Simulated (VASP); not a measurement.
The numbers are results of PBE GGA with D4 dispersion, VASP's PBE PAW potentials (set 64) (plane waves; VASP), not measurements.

A VASP calculation is set up with these files.

KPOINTS:
```
k-points along high-symmetry lines
8
Line-mode
Reciprocal
  0.000000   0.000000   0.000000 ! GAMMA
  0.500000   0.500000   0.000000 ! Y

  0.500000   0.500000   0.000000 ! Y
  0.500000   0.500000   0.000000 ! C_0

  0.500000  -0.500000   0.000000 ! SIGMA_0
  0.000000   0.000000   0.000000 ! GAMMA

  0.000000   0.000000   0.000000 ! GAMMA
  0.000000   0.000000   0.500000 ! Z

  0.000000   0.000000   0.500000 ! Z
  0.500000  -0.500000   0.500000 ! A_0

  0.500000   0.500000   0.500000 ! E_0
  0.500000   0.500000   0.500000 ! T

  0.500000   0.500000   0.500000 ! T
  0.500000   0.500000   0.000000 ! Y

  0.000000   0.000000   0.000000 ! GAMMA
  0.500000   0.000000   0.000000 ! S

  0.500000   0.000000   0.000000 ! S
  0.500000   0.000000   0.500000 ! R

  0.500000   0.000000   0.500000 ! R
  0.000000   0.000000   0.500000 ! Z

  0.000000   0.000000   0.500000 ! Z
  0.500000   0.500000   0.500000 ! T
```

File POSCAR:
```
MnO2
1
    4.3984250403    -0.0000000000     0.0000000000
    0.0000000000     4.3984250403     0.0000000000
    0.0000000000     0.0000000000     2.8657896323
Mn O
2 4
Direct
  0.0000000000   0.0000000000   0.0000000000
  0.5000000000   0.5000000000   0.5000000000
  0.3040876448   0.3040876448   0.0000000000
  0.8040876448   0.1959123552   0.5000000000
  0.1959123552   0.8040876448   0.5000000000
  0.6959123552   0.6959123552   0.0000000000
```

INCAR:
```
SYSTEM=MnO2
PREC=Accurate; ENCUT=520; LREAL=F
LASPH=T; ICHARG=11
EDIFF=1E-7; NELM=100; ALGO=Normal
LMAXMIX=4
ISMEAR=0; SIGMA=0.05
GGA=PE; IVDW=13
MAGMOM=2.5 -2.5 -0.0 2*0.0 -0.0
ISPIN=2
LWAVE=F; LCHARG=F; LORBIT=11
```

POTCAR, in this order: Mn_pv O (PBE.64 set). Program: vasp_std. Read from the step before: CHGCAR.

Output

**OSZICAR**
```
       N       E                     dE             d eps       ncg     rms          rms(c)
DAV:   1     0.581504023962E+03    0.58150E+03   -0.29776E+04 10640   0.207E+03
DAV:   2     0.804681594912E+01   -0.57346E+03   -0.54792E+03 11692   0.566E+02
DAV:   3    -0.448277913541E+02   -0.52875E+02   -0.50150E+02 12982   0.168E+02
DAV:   4    -0.472862480524E+02   -0.24585E+01   -0.19893E+01 12386   0.306E+01
DAV:   5    -0.473444579423E+02   -0.58210E-01   -0.58069E-01 11586   0.477E+00
DAV:   6    -0.473456598423E+02   -0.12019E-02   -0.12018E-02 11436   0.715E-01
DAV:   7    -0.473457016551E+02   -0.41813E-04   -0.41813E-04 12814   0.132E-01
DAV:   8    -0.473457029682E+02   -0.13131E-05   -0.13128E-05 11560   0.229E-02
DAV:   9    -0.473457030205E+02   -0.52323E-07   -0.51904E-07  9810   0.466E-03
   1 F= -.48667985E+02 E0= -.48666094E+02  d E =-.378090E-02  mag=    -0.0000
```

### OUTCAR
```



 magnetization (x)

# of ion       s       p       d       tot
------------------------------------------
    1        0.016   0.021   2.377   2.414
    2       -0.016  -0.021  -2.377  -2.414
    3       -0.001   0.007   0.000   0.006
    4        0.001  -0.007   0.000  -0.006
    5        0.001  -0.007   0.000  -0.006
    6       -0.001   0.007   0.000   0.006
--------------------------------------------------
tot          0.000   0.000   0.000   0.000
```
(Selected blocks of OUTCAR.)

File OUTCAR:
```
 val. band max:        5.3272322679   @ k =   0.0714  -0.0714   0.5000

 cond. band min:       5.3452832540   @ k =   0.1429  -0.1429   0.0000



 spin component 1

 k-point     1 :       0.0000    0.0000    0.0000
  band No.  band energies     occupation
      1     -45.2130      1.00000
      2     -45.1184      1.00000
      3     -45.0376      1.00000
      4     -42.3939      1.00000
      5     -42.3455      1.00000
      6     -42.3209      1.00000
      7     -14.5448      1.00000
      8     -12.6737      1.00000
      9     -12.3502      1.00000
     10     -12.2513      1.00000
     11      -2.3936      1.00000
     12      -1.5504      1.00000
     13      -0.9387      1.00000
     14      -0.2857      1.00000
     15       0.1448      1.00000
     16       1.3967      1.00000
     17       1.4749      1.00000
     18       1.9472      1.00000
     19       3.0681      1.00000
     20       3.1213      1.00000
     21       3.7578      1.00000
     22       3.8111      1.00000
     23       4.2626      1.00000
     24       4.3262      1.00000
     25       4.9531      1.00000
     26       5.1870      0.99999
     27       5.7375      0.00000
     28       6.5485      0.00000
     29       7.3607      0.00000
     30       8.5722      0.00000

 k-point     2 :       0.0714    0.0714    0.0000
  band No.  band energies     occupation
      1     -45.2130      1.00000
      2     -45.1184      1.00000
      3     -45.0377      1.00000
      4     -42.3939      1.00000
      5     -42.3456      1.00000
      6     -42.3209      1.00000
      7     -14.5059      1.00000
      8     -12.7115      1.00000
      9     -12.3608      1.00000
     10     -12.2647      1.00000
     11      -2.3378      1.00000
     12      -1.4822      1.00000
     13      -0.8744      1.00000
     14      -0.2887      1.00000
     15       0.1726      1.00000
     16       1.2477      1.00000
     17       1.4969      1.00000
...
```

The density is held fixed in this step, so its total energy and stress have no physical meaning.

The compound is MnO2 in the rutile structure. It was relaxed first.
